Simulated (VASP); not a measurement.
# Mg3ZnC (Pm-3m) in VASP: single point with PBE

Aim: the single point of Mg3ZnC with PBE.

Everything below comes from runs of VASP 6.6.1. Logs are shortened: lines on timing, memory, paths and dates and some standing lists are left out, and cuts for length are marked.

## (1) Starting point

The structure is cubic, space group Pm-3m (No. 221). Conventional cell: a = 4.407 Å, b = 4.407 Å, c = 4.407 Å, α = 90.00°, β = 90.00°, γ = 90.00°. Mg (site symmetry 4/mmm) is surrounded by 2 C at 2.20 Å. Zn (site symmetry m-3m) is surrounded by 12 Mg at 3.12 Å. C (site symmetry m-3m) is surrounded by 6 Mg at 2.20 Å.

The cell comes from a database or a generator and needn't be the stable form of this composition.

## (2) Single point, PBE

The input, INCAR:

```
SYSTEM = Mg3ZnC
ALGO = Normal
EDIFF = 1E-6
ENCUT = 520
GGA = PE
ISIF = 2
ISMEAR = -1
LASPH = .True.
LCHARG = .False.
LREAL = .False.
LWAVE = .False.
NBANDS = 19
NELM = 100
PREC = Accurate
SIGMA = 0.1
```

The input, KPOINTS:

```
k-points
0
Gamma
  5 5 5
  0 0 0
```

The input, POSCAR:

```
Mg3ZnC
1.0
    4.4069300000      0.0000000000      0.0000000000
    0.0000000000      4.4069300000      0.0000000000
    0.0000000000      0.0000000000      4.4069300000
Mg Zn C
3 1 1
Direct
    0.0000000000      0.5000000000      0.5000000000
    0.5000000000      0.5000000000      0.0000000000
    0.5000000000      0.0000000000      0.5000000000
    0.0000000000      0.0000000000      0.0000000000
    0.5000000000      0.5000000000      0.5000000000
```

Potentials or basis: VASP PAW PBE potentials, release 64 (Mg, Zn, C).

Run with:

```sh
$ cat potpaw_PBE.64/Mg/POTCAR potpaw_PBE.64/Zn/POTCAR potpaw_PBE.64/C/POTCAR > POTCAR
$ mpirun -np 1 vasp_std > vasp.out
```

OUTCAR:

```text
SYSTEM = Mg3ZnC
   EDIFF = 1E-6
   ENCUT = 520
   GGA = PE
   ISIF = 2
   ISMEAR = -1
   LASPH = .True.
   LREAL = .False.
   NELM = 100
   PREC = Accurate

 ion  position               nearest neighbor table
   1  0.000  0.500  0.500-   5 2.20   5 2.20   4 3.12   2 3.12   2 3.12   4 3.12   3 3.12   4 3.12
                             4 3.12   2 3.12   3 3.12   3 3.12   2 3.12   3 3.12
   2  0.500  0.500  0.000-   5 2.20   5 2.20   4 3.12   1 3.12   1 3.12   3 3.12   3 3.12   3 3.12
                             4 3.12   3 3.12   1 3.12   4 3.12   1 3.12   4 3.12
   3  0.500  0.000  0.500-   5 2.20   5 2.20   4 3.12   1 3.12   2 3.12   4 3.12   1 3.12   2 3.12
                             2 3.12   2 3.12   1 3.12   4 3.12   4 3.12   1 3.12
   4  0.000  0.000  0.000-   1 3.12   2 3.12   3 3.12   1 3.12   3 3.12   1 3.12   2 3.12   1 3.12
                             2 3.12   3 3.12   3 3.12   2 3.12
   5  0.500  0.500  0.500-   1 2.20   2 2.20   3 2.20   2 2.20   3 2.20   1 2.20

  LATTYP: Found a simple cubic cell.
 ALAT       =     4.4069300000

  Lattice vectors:

 A1 = (   4.4069300000,   0.0000000000,   0.0000000000)
 A2 = (   0.0000000000,   4.4069300000,   0.0000000000)
 A3 = (   0.0000000000,   0.0000000000,   4.4069300000)

Analysis of symmetry for initial positions (statically):
=====================================================================
 Subroutine PRICEL returns:
 Original cell was already a primitive cell.

 Routine SETGRP: Setting up the symmetry group for a
 simple cubic supercell.

 Subroutine GETGRP returns: Found 48 space group operations
 (whereof 48 operations were pure point group operations)
 out of a pool of 48 trial point group operations.

The static configuration has the point symmetry O_h .

Analysis of symmetry for dynamics (positions and initial velocities):
=====================================================================
 Subroutine PRICEL returns:
 Original cell was already a primitive cell.

 Routine SETGRP: Setting up the symmetry group for a
 simple cubic supercell.

 Subroutine GETGRP returns: Found 48 space group operations
 (whereof 48 operations were pure point group operations)
 out of a pool of 48 trial point group operations.

The dynamic configuration has the point symmetry O_h .

 Subroutine INISYM returns: Found 48 space group operations
 (whereof 48 operations are pure point group operations),
 and found     1 'primitive' translations

----------------------------------------------------------------------------------------

                                     Primitive cell

  volume of cell :      85.5871

  direct lattice vectors                    reciprocal lattice vectors
     4.406930000  0.000000000  0.000000000     0.226915336  0.000000000  0.000000000
     0.000000000  4.406930000  0.000000000     0.000000000  0.226915336  0.000000000
     0.000000000  0.000000000  4.406930000     0.000000000  0.000000000  0.226915336

  length of vectors
     4.406930000  4.406930000  4.406930000     0.226915336  0.226915336  0.226915336

  position of ions in fractional coordinates (direct lattice)
     0.000000000  0.500000000  0.500000000
     0.500000000  0.500000000  0.000000000
     0.500000000  0.000000000  0.500000000
     0.000000000  0.000000000  0.000000000
     0.500000000  0.500000000  0.500000000

  ion indices of the primitive-cell ions
   primitive index   ion index
                 1           1
                 2           2
                 3           3
                 4           4
                 5           5

----------------------------------------------------------------------------------------

 KPOINTS: k-points

Automatic generation of k-mesh.
 Grid dimensions read from file:
 generate k-points for:    5    5    5

 Generating k-lattice:

  Cartesian coordinates                     Fractional coordinates (reciprocal lattice)
     0.045383067  0.000000000  0.000000000     0.200000000  0.000000000  0.000000000
     0.000000000  0.045383067  0.000000000     0.000000000  0.200000000  0.000000000
     0.000000000  0.000000000  0.045383067     0.000000000  0.000000000  0.200000000

  Length of vectors
     0.045383067  0.045383067  0.045383067

  Shift w.r.t. Gamma in fractional coordinates (k-lattice)
     0.000000000  0.000000000  0.000000000

 Subroutine IBZKPT returns following result:
 ===========================================

 Found     10 irreducible k-points:

 Following reciprocal coordinates:
            Coordinates               Weight
  0.000000  0.000000  0.000000      1.000000
  0.200000  0.000000  0.000000      6.000000
  0.400000  0.000000  0.000000      6.000000
  0.200000  0.200000  0.000000     12.000000
  0.400000  0.200000  0.000000     24.000000
  0.400000  0.400000  0.000000     12.000000
  0.200000  0.200000  0.200000      8.000000
  0.400000  0.200000  0.200000     24.000000
  0.400000  0.400000  0.200000     24.000000
  0.400000  0.400000  0.400000      8.000000
   k-points           NKPTS =     10   k-points in BZ     NKDIM =     10   number of bands    NBANDS=     19
   number of dos      NEDOS =    301   number of ions     NIONS =      5
   total plane-waves  NPLWV =  46656
   dimension x,y,z NGX =    36 NGY =   36 NGZ =   36
   dimension x,y,z NGXF=    72 NGYF=   72 NGZF=   72
   ions per type =               3   1   1
   NGX,Y,Z   is equivalent  to a cutoff of  13.58, 13.58, 13.58 a.u.
   NGXF,Y,Z  is equivalent  to a cutoff of  27.16, 27.16, 27.16 a.u.
 SYSTEM =  Mg3ZnC
   PREC   = accura    normal or accurate (medium, high low for compatibility)
   ISTART =      0    job   : 0-new  1-cont  2-samecut
   ICHARG =      2    charge: 1-file 2-atom 10-const
   ISPIN  =      1    spin polarized calculation?
   LNONCOLLINEAR =      F non collinear calculations
   LSORBIT =      F    spin-orbit coupling
   LASPH  =      T    aspherical Exc in radial PAW
   ENCUT  =  520.0 eV  38.22 Ry    6.18 a.u.   8.19  8.19  8.19*2*pi/ulx,y,z
   NELM   =    100;   NELMIN=  2; NELMDL= -5     # of ELM steps
   EDIFF  = 0.1E-05   stopping-criterion for ELM
   LREAL  =      F    real-space projection
   EDIFFG = 0.1E-04   stopping-criterion for IOM
   NSW    =      0    number of steps for IOM
   IBRION =     -1    ionic relax: 0-MD 1-quasi-New 2-CG
   NFREE  =      0    steps in history (QN), initial steepest desc. (CG)
   ISIF   =      2    stress and relaxation
   ISYM   =      2    0-nonsym 1-usesym 2-fastsym
   POTIM  = 0.5000    time-step for ionic-motion
   TEBEG  =    0.0;   TEEND  =   0.0 temperature during run
   PSTRESS=    0.0 pullay stress
   NELECT =      22.0000    total number of electrons
   NUPDOWN=      -1.0000    fix difference up-down
   EMIN   =  10.00;   EMAX   =-10.00  energy-range for DOS
   EFERMI =   0.00;   METHOD = LEGACY
   ISMEAR =    -1;   SIGMA  =   0.10  broadening in eV -4-tet -1-fermi 0-gaus
   EFERMI_NEDOS =   21; number of points for ismear=-14 and -15
   IALGO  =     38    algorithm
   IMIX   =      4    mixing-type and parameters
     AMIX     =   0.40;   BMIX     =  1.00
     AMIX_MAG =   1.60;   BMIX_MAG =  1.00
  volume/ion in A,a.u.               =      17.12       115.51
  Fermi-wavevector in a.u.,A,eV,Ry     =   1.040909  1.967033 14.741807  1.083492
  Thomas-Fermi vector in A             =   2.175506
   LORBIT       =      0    0 simple, 1 ext, 2 COOP (PROOUT), +10 PAW based schemes
   GGA     = PE    functional components
   LHFCALC =     F    Hartree Fock is set to
   AEXX    =    0.0000 exact exchange contribution
   IVDW    =     0    specifies the selected vdW correction
   LEPSILON=     F    determine dielectric tensor
   LRPA    =     F    only Hartree local field effects (RPA)
 non-spin polarized calculation
  energy-cutoff  :      520.00
  volume of cell :       85.59
 maximum number of plane-waves:      2325
 NGX is ok and might be reduce to    36
   NGX = 17   NGY = 17   NGZ = 17

 number of electron      21.9999993 magnetization

 Free energy of the ion-electron system (eV)
  ---------------------------------------------------
  ext. energy  EPLUGINS =         0.00000000
  ---------------------------------------------------
  free energy    TOTEN  =       -14.00262363 eV

  energy without entropy =      -13.90966228  energy(sigma->0) =      -13.95614295

 E-fermi :   2.9771     XC(G=0):  -9.4730

 val. band max:        2.8902729843   @ k =   0.4000   0.2000   0.2000
 cond. band min:       3.0301480057   @ k =   0.2000   0.2000   0.0000
 fundamental gap:      0.1398750214
 Fermi energy:         2.9770880051

 k-point     1 :       0.0000    0.0000    0.0000
  band No.  band energies     occupation
      1      -7.6661      2.00000
      2      -4.1276      2.00000
      3      -4.1276      2.00000
      4      -4.0742      2.00000
      5      -4.0742      2.00000
      6      -4.0742      2.00000
[... 11 lines left out ...]
     18       9.8954      0.00000
     19       9.8954      0.00000

 k-point     2 :       0.2000    0.0000    0.0000
  band No.  band energies     occupation
      1      -7.5335      2.00000
      2      -4.1246      2.00000
      3      -4.1156      2.00000
      4      -4.0838      2.00000
      5      -4.0838      2.00000
      6      -4.0732      2.00000
[... 11 lines left out ...]
     18       9.3366      0.00000
     19       9.6688      0.00000

 k-point     3 :       0.4000    0.0000    0.0000
  band No.  band energies     occupation
      1      -7.2836      2.00000
      2      -4.1197      2.00000
      3      -4.1168      2.00000
      4      -4.0990      2.00000
      5      -4.0990      2.00000
      6      -4.0717      2.00000
[... 11 lines left out ...]
     18       9.2207      0.00000
     19      10.7813      0.00000

 k-point     4 :       0.2000    0.2000    0.0000
  band No.  band energies     occupation
      1      -7.4115      2.00000
      2      -4.1194      2.00000
      3      -4.1022      2.00000
      4      -4.0900      2.00000
      5      -4.0837      2.00000
      6      -4.0803      2.00000
[... 11 lines left out ...]
     18      10.1267      0.00000
     19      10.3858      0.00000

 k-point     5 :       0.4000    0.2000    0.0000
  band No.  band energies     occupation
      1      -7.1859      2.00000
      2      -4.1158      2.00000
      3      -4.0974      2.00000
      4      -4.0960      2.00000
      5      -4.0858      2.00000
      6      -4.0790      2.00000
[... 11 lines left out ...]
     18       9.2362      0.00000
     19       9.7435      0.00000

 k-point     6 :       0.4000    0.4000    0.0000
  band No.  band energies     occupation
      1      -7.0117      2.00000
      2      -4.1075      2.00000
      3      -4.0916      2.00000
      4      -4.0904      2.00000
      5      -4.0881      2.00000
      6      -4.0487      2.00000
[... 11 lines left out ...]
     18       9.7638      0.00000
     19      10.4190      0.00000

 k-point     7 :       0.2000    0.2000    0.2000
  band No.  band energies     occupation
      1      -7.2984      2.00000
      2      -4.1028      2.00000
      3      -4.1028      2.00000
      4      -4.0898      2.00000
      5      -4.0898      2.00000
      6      -4.0830      2.00000
[... 11 lines left out ...]
     18       8.9926      0.00000
     19       9.9898      0.00000

 k-point     8 :       0.4000    0.2000    0.2000
  band No.  band energies     occupation
      1      -7.0920      2.00000
      2      -4.1149      2.00000
      3      -4.0979      2.00000
      4      -4.0934      2.00000
      5      -4.0837      2.00000
      6      -4.0731      2.00000
[... 11 lines left out ...]
     18       9.8883      0.00000
     19      10.7447      0.00000

 k-point     9 :       0.4000    0.4000    0.2000
  band No.  band energies     occupation
      1      -6.9251      2.00000
      2      -4.1201      2.00000
      3      -4.1116      2.00000
      4      -4.0909      2.00000
      5      -4.0820      2.00000
      6      -4.0473      2.00000
[... 11 lines left out ...]
     18      11.2506      0.00000
     19      11.5053      0.00000

 k-point    10 :       0.4000    0.4000    0.4000
  band No.  band energies     occupation
      1      -6.7721      2.00000
      2      -4.1424      2.00000
      3      -4.1424      2.00000
      4      -4.1226      2.00000
      5      -4.0461      2.00000
      6      -4.0461      2.00000
[... 11 lines left out ...]
     18      12.9977      0.00000
     19      12.9977      0.00000

------------------------ aborting loop because EDIFF is reached ----------------------------------------

  FORCE on cell =-STRESS in cart. coord.  units (eV):
  Direction    XX          YY          ZZ          XY          YZ          ZX
  --------------------------------------------------------------------------------------
  -------------------------------------------------------------------------------------
  Total       -0.2529319     -0.2529319     -0.2529319      0.0000000      0.0000000      0.0000000
  in kB       -4.7348442     -4.7348442     -4.7348442      0.0000000      0.0000000      0.0000000
  external PRESSURE =      -4.7348442 kB  Pullay stress =       0.0000000 kB

 VOLUME and BASIS-vectors are now :
 -----------------------------------------------------------------------------
  energy-cutoff  :      520.00
  volume of cell :       85.59
      direct lattice vectors                 reciprocal lattice vectors
     4.406930000  0.000000000  0.000000000     0.226915336  0.000000000  0.000000000
     0.000000000  4.406930000  0.000000000     0.000000000  0.226915336  0.000000000
     0.000000000  0.000000000  4.406930000     0.000000000  0.000000000  0.226915336

 POSITION                                       TOTAL-FORCE (eV/Angst)
 -----------------------------------------------------------------------------------
      0.00000      2.20347      2.20347         0.000000      0.000000      0.000000
      2.20347      2.20347      0.00000         0.000000      0.000000      0.000000
      2.20347      0.00000      2.20347         0.000000      0.000000      0.000000
      0.00000      0.00000      0.00000         0.000000      0.000000      0.000000
      2.20347      2.20347      2.20347         0.000000      0.000000      0.000000
 -----------------------------------------------------------------------------------
    total drift:                                0.000000      0.000000      0.000000

  FREE ENERGIE OF THE ION-ELECTRON SYSTEM (eV)
  ---------------------------------------------------
  free  energy   TOTEN  =       -14.0026236325 eV

  energy  without entropy=      -13.9096622763  energy(sigma->0) =      -13.95614295
```

It took 18 s on 1 thread of Intel Xeon 6975P-C (Granite Rapids), shared host; peak memory 0.2 GiB.

Results:

```
Free energy            : -14.0026 eV
Pressure               : -0.5 GPa
Band gap on the k mesh : none (metal or under the smearing width)
```
